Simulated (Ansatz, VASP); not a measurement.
## One calculation of Hf3Te, two programs

```
Hf Te
1.0
     4.87272    0.00000    0.00000
     0.00000    4.87272    0.00000
     0.00000    0.00000    4.87272
Hf Te
3 1
Direct
  0.50000 0.00000 0.00000
  0.00000 0.50000 0.00000
  0.00000 0.00000 0.50000
  0.00000 0.00000 0.00000
```

Alike in both runs: task relaxation of cell and atoms; functional PBE; k mesh 4 × 4 × 4; occupations gaussian, width 0.1 eV; no spin polarisation.

```csv
,VASP,Ansatz
version,VASP 6.6.1,Ansatz 0.2.0
potentials or method,"VASP PAW PBE potentials, release 64 (Hf_pv, Te)","scalar-relativistic, plane waves, PAW"
plane-wave cutoff (eV),600,420
valence electrons in the cell,36,94
```

|  | VASP | Ansatz | Ansatz less VASP |
| --- | --- | --- | --- |
| gap on the k mesh at the Fermi level, each at its own relaxed structure (eV) | none | none | - |
| relaxed volume (Å³/atom) | 37.19 | 37.29 | +0.095 |
| relaxed cell length with the largest relative difference (Å) | 5.299 | 5.303 | +0.0045 |
| energy change over the relaxation (meV/atom) | -543 | -550 | -6.8 |

A gap of «none» marks a metal or a gap that the smearing closes. The two sets of potentials don't hold the same shells in valence.

Caveats: the volume moved by over 15 % at a fixed basis, so the end points are rough. The runs have no spin-orbit coupling, so splittings on Hf, Te are missing.
